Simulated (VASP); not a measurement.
Level of theory: optB86b-vdW, VASP's PBE PAW potentials (set 64) (plane waves; VASP 6.6.1).

The input files of a VASP run:

**KPOINTS**
```
Regular mesh
0
G
10 10 10
```

### POSCAR
```
GaN
1.0
  0.0000000000   2.2823776930   2.2823776930
  2.2823776930   0.0000000000   2.2823776930
  2.2823776930   2.2823776930   0.0000000000
Ga N
1 1
Cart
  0.0000000000   0.0000000000   0.0000000000
  1.1411888465   1.1411888465   1.1411888465
```

**INCAR**
```
NELM = 100   ! most electronic steps
LMAXMIX = 4   ! l cut-off of mixed one-centre charges
LASPH = .TRUE.   ! aspherical one-centre terms
LWAVE = .FALSE.
LUSE_VDW = .TRUE.
PARAM1 = 0.1234
ALGO = Normal   ! blocked Davidson
GGA = MK
ENCUT = 520
EDIFF = 1E-7   ! SCF stop (eV)
ISMEAR = 0   ! Gaussian
SYSTEM = GaN
AGGAC = 0.0
PARAM2 = 1.0
ISIF = 2
LREAL = .FALSE.   ! projection in real space or not
SIGMA = 0.05
PREC = Accurate
LCHARG = .FALSE.
```

POTCAR, in this order: Ga_d N (PBE.64 set). Program: vasp_std.

Estimate the energy per atom (σ→0), pressure, band gap (on the k-mesh).

| Item | Value |
|---|---|
| energy per atom (σ→0) | -3.834 eV/atom |
| band gap (on the k-mesh) | 1.48 eV |
| pressure | -4.92 GPa |

OSZICAR:
```
...
DAV:   8    -0.767356586937E+01    0.72794E-02   -0.80444E-02  1350   0.420E+00    0.856E-01
DAV:   9    -0.766796024563E+01    0.56056E-02   -0.20523E-02  1830   0.344E+00    0.222E-01
DAV:  10    -0.766835354558E+01   -0.39330E-03   -0.16632E-03  1332   0.649E-01    0.862E-02
DAV:  11    -0.766826122652E+01    0.92319E-04   -0.36716E-04  1825   0.421E-01    0.850E-03
DAV:  12    -0.766826588449E+01   -0.46580E-05   -0.33151E-05  1297   0.697E-02    0.548E-03
DAV:  13    -0.766826567319E+01    0.21130E-06   -0.16562E-06  1817   0.144E-02    0.736E-04
DAV:  14    -0.766826569395E+01   -0.20762E-07   -0.98053E-08   808   0.319E-03
   1 F= -.76682657E+01 E0= -.76682657E+01  d E =-.359839E-14
```

The compound is GaN in the zinc blende structure, a metastable form; wurtzite is the usual one. This cell is one point of a volume scan, at 1.03 of the reference volume.
